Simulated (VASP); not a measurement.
Consider the following.

```yaml
crystal:
  lattice:
    - [-0.03623, 6.21214, 6.28623]
    - [6.21214, -0.03623, 6.28623]
    - [3.08795, 3.08795, 0.00000]
  atoms:
    - { symbol: Mg, position: [0.99717, 0.99717, 0.00567] }
    - { symbol: Mg, position: [0.99675, 0.50313, 0.00012] }
    - { symbol: Mg, position: [0.50313, 0.99675, 0.00012] }
    - { symbol: Te, position: [0.12575, 0.12575, 0.24850] }
    - { symbol: Te, position: [0.15626, 0.61467, 0.22908] }
    - { symbol: Te, position: [0.61467, 0.15626, 0.22908] }
    - { symbol: Te, position: [0.60699, 0.60699, 0.28602] }
    - { symbol: Be, position: [0.49929, 0.49929, 0.00142] }
```

The numbers are results of PBEsol GGA, VASP's PBE PAW potentials (set 64) (plane waves; VASP), not measurements. Settings: 400 eV cut-off, 4×4×7 Γ-centred mesh, tetrahedra with Blöchl corrections, potentials Mg Te Be.

The cores are frozen, which limits the accuracy of field gradients.

Question: Give the principal components of the electric field gradient (V/Å²) and the asymmetry η at each nucleus.

Answer: 
```
atom    Vxx    Vyy     Vzz     η
----  -----  -----  ------  ----
Mg1    -1.9   -1.0     2.9  0.32
Mg2     2.4    1.1    -3.4  0.38
Mg3     2.4    1.1    -3.4  0.38
Te4    10.8    9.7   -20.5  0.05
Te5   -69.4  -64.7   134.1  0.04
Te6   -69.4  -64.7   134.1  0.04
Te7   119.6   18.7  -138.3  0.73
Be8     0.7    0.2    -0.9  0.47
```

The structure was generated: BeMg3Te4 was put into an ordered model structure (Amm2), which need not be its known phase. It was relaxed first.
